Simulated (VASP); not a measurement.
Write the native input for VASP 6.6.1 that does the following.

| Quantity | Value |
| --- | --- |
| Task | relaxation of cell and atoms |
| Functional | PBE |
| Potentials or basis | VASP PAW PBE potentials, release 64 (Al, B, P) |
| Cutoff | 520 eV |
| k mesh | 5 × 5 × 2 |
| Occupations | gaussian, width 0.15 eV |
| Spin | no spin polarisation |
| Further INCAR settings | PREC = Normal; ALGO = Fast; EDIFF = 0.0001; IBRION = 2; EDIFFG = -0.08; NSW = 24; ISIF = 3 |

The structure of Al4B3P lies in POSCAR:

```
Al4B3P
1.0
    3.4692143200      0.0000000000      0.0000000000
   -1.7346071600      3.0044277300      0.0000000000
    0.0000000000      0.0000000000      9.1277549700
Al B P
4 3 1
Direct
    0.6666666700      0.3333333300      0.3592169900
    0.6666666700      0.3333333300      0.8787710100
    0.3333333300      0.6666666700      0.6407830100
    0.3333333300      0.6666666700      0.1212289900
    0.0000000000      0.0000000000      0.0000000000
    0.0000000000      0.0000000000      0.7525770100
    0.0000000000      0.0000000000      0.2474229900
    0.0000000000      0.0000000000      0.5000000000
```

The cell was built by a generator and needn't be a form met in nature.

These files were run (other wordings do the same):

INCAR

```
SYSTEM = Al4B3P
ALGO = Fast
EDIFF = 1E-4
EDIFFG = -0.08
ENCUT = 520
GGA = PE
IBRION = 2
ISIF = 3
ISMEAR = 0
KPAR = 2
LASPH = .TRUE.
LCHARG = .FALSE.
LREAL = .FALSE.
LWAVE = .FALSE.
NELM = 60
NSW = 24
PREC = Normal
SIGMA = 0.15
```

KPOINTS

```
k-points
0
G
  5 5 2
  0 0 0
```

Potentials or basis: VASP PAW PBE potentials, release 64 (Al, B, P).

Run with:

```bash
$ cat potpaw_PBE.64/Al/POTCAR potpaw_PBE.64/B/POTCAR potpaw_PBE.64/P/POTCAR > POTCAR
$ mpirun -np 2 vasp_std > vasp.out
```

Results of the run:

```json
{"Relaxed volume": "12.77 Å³/atom", "Relaxed cell": "a = 3.500 Å, b = 3.500 Å, c = 9.628 Å, α = 90.00°, β = 90.00°, γ = 120.00°", "Space group after relaxing (to 0.05 Å)": "P-3m1 (No. 164)", "Energy gained by relaxing": "146.3 meV/atom", "Ionic steps": "23", "Pressure after relaxing": "-0.1 GPa", "Largest force after relaxing": "0.044 eV/Å", "Band gap on the k mesh": "none (metal or under the smearing width)"}
```

Caveat: the k mesh is coarse (spacing up to 0.42 Å⁻¹), so the values aren't converged; the relaxation stopped at a loose force limit of 0.08 eV/Å, so its end isn't a converged minimum.

It took 78 s on 2 MPI ranks on Intel(R) Xeon(R) Platinum 8488C (Sapphire Rapids), with other jobs on the host, peak memory 0.16 GiB a rank.
